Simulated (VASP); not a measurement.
Consider the following.

```yaml
crystal:
  lattice:
    - [3.95287, 0.00000, 0.00000]
    - [0.00000, 3.95287, 0.00000]
    - [0.00000, 0.00000, 3.95287]
  atoms:
    - { symbol: Sr, position: [0.00000, 0.00000, 0.00000] }
    - { symbol: Re, position: [0.50000, 0.50000, 0.50000] }
    - { symbol: O, position: [0.50000, 0.50000, 0.00000] }
    - { symbol: O, position: [0.00000, 0.50000, 0.50000] }
    - { symbol: O, position: [0.50000, 0.00000, 0.50000] }
```

These are PBEsol GGA, VASP's PBE PAW potentials (set 64) (plane waves; VASP) values and carry that method's errors. Run with 520 eV cut-off, 9×9×9 Γ-centred mesh, tetrahedra with Blöchl corrections, potentials Sr_sv Re O.

Unless said otherwise, spin-orbit coupling is left out, though it shifts the bands of the heavy elements here.

Question: Estimate the energy per atom (σ→0), band gap (on the k-mesh) with the smallest direct gap where there is one.

Answer: 
The band gap (on the k-mesh) comes out as none (metal, semimetal or under 0.01 eV). The energy per atom (σ→0) is -8.222 eV/atom.

The structure comes from a computed database's SrReO3 entry (Pm-3m); how it stands against other phases isn't given here. It was relaxed first. The electron count is odd and the run is not spin-polarised, which forces a metal.
